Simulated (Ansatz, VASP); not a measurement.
**Two plane-wave programs on LiSi2C2**

```xyz
5
Lattice="4.0981 -1.9729 0.0065 4.0981 1.9729 0.0065 -1.7826 0.0000 4.2238" Properties=species:S:1:pos:R:3 pbc="T T T"
Li    6.3135    0.0000    0.0524
Si    2.2440    0.0000    3.0218
Si    4.2167    0.0000    1.5859
C     4.2685   -1.2892    0.1949
C     4.2685    1.2892    0.1949
```

Alike in both runs: functional PBE; k mesh 6 × 6 × 4; occupations gaussian, width 0.1 eV; no spin polarisation.

Ansatz relaxed the structure, and its values are those at the end. VASP's run is a single point on that final structure, the one shown.

|  | VASP | Ansatz |
| --- | --- | --- |
| version | VASP 6.6.1 | Ansatz 0.2.0 |
| potentials or method | VASP PAW PBE potentials, release 64 (Li_sv, Si, C) | scalar-relativistic, plane waves, PAW |
| plane-wave cutoff (eV) | 520 | 420 |
| valence electrons in the cell | 19 | 19 |

Ansatz gave:

```
gap on the k mesh at the Fermi level (eV) : none
rms of the force components (eV/Å)        : 0.007
```

Estimate VASP's values.

gap on the k mesh at the Fermi level (eV): none; rms of the force components (eV/Å): 0.019.

A gap of «none» marks a metal or a gap that the smearing closes. With one functional, cell and mesh, what is left measures potentials, basis and numerics.

Caveats: the k mesh is coarse (spacing up to 0.37 Å⁻¹), so the values aren't converged.
